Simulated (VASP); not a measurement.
Here is the system:

```xyz
2
Lattice="0.0000 3.0587 3.0587 3.0587 0.0000 3.0587 3.0587 3.0587 0.0000" Properties=species:S:1:pos:R:3 pbc="T T T"
Gd     0.0000     0.0000     0.0000
Te     3.0587     3.0587     3.0587
```

Level of theory: PBEsol GGA, VASP's PBE PAW potentials (set 64) (plane waves; VASP). Run with 400 eV cut-off, 12×12×12 Γ-centred mesh, tetrahedra with Blöchl corrections, potentials Gd_3 Te.

The 4f electrons are frozen in the core of the lanthanide potential, so 4f levels, which can set the real gap, and their magnetism are missing.

Question: The job: GdTe (space group Fm-3m), 2 atoms, PBEsol, static run, 400 eV, 12×12×12 Γ-centred mesh. Roughly how much core time does it take on a busy server core?

Answer: About 20 core-seconds (one run on a shared machine, a rough figure). It had 72 irreducible k-points, 11 bands, up to 1056 plane waves and 15 electronic steps.

The structure comes from a computed database's GdTe entry (Fm-3m); how it stands against other phases isn't given here. It was relaxed first, which changed the volume by -5 %.
